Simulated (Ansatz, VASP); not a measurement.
**HfB3Ir in VASP and in Ansatz**

```xyz
5
Lattice="4.0448 0.0000 0.0000 0.0000 4.0448 0.0000 0.0000 0.0000 4.0448" Properties=species:S:1:pos:R:3 pbc="T T T"
Hf    0.0000    0.0000    0.0000
B     0.0000    2.0224    2.0224
B     2.0224    2.0224    0.0000
B     2.0224    0.0000    2.0224
Ir    2.0224    2.0224    2.0224
```

Change from the starting cell: species swapped into the Mn3ZnC type (Pm-3m, No. 221).

Alike in both runs: functional PBE; k mesh 6 × 6 × 6; occupations gaussian, width 0.1 eV; no spin polarisation.

Ansatz relaxed the structure, and its values are those at the end. VASP's run is a single point on that final structure, the one shown.

```csv
,VASP,Ansatz
version,VASP 6.6.1,Ansatz 0.2.0
potentials or method,"VASP PAW PBE potentials, release 64 (Hf_pv, B, Ir)","scalar-relativistic, plane waves, PAW"
plane-wave cutoff (eV),520,420
valence electrons in the cell,28,52
```

|  | VASP | Ansatz | Ansatz less VASP |
| --- | --- | --- | --- |
| gap on the k mesh at the Fermi level (eV) | none | none | - |
| pressure (GPa) | 0.3 | 0.1 | -0.27 |

A gap of «none» marks a metal or a gap that the smearing closes. The two sets of potentials don't hold the same shells in valence.

The runs have no spin-orbit coupling, so splittings on Hf, Ir are missing.
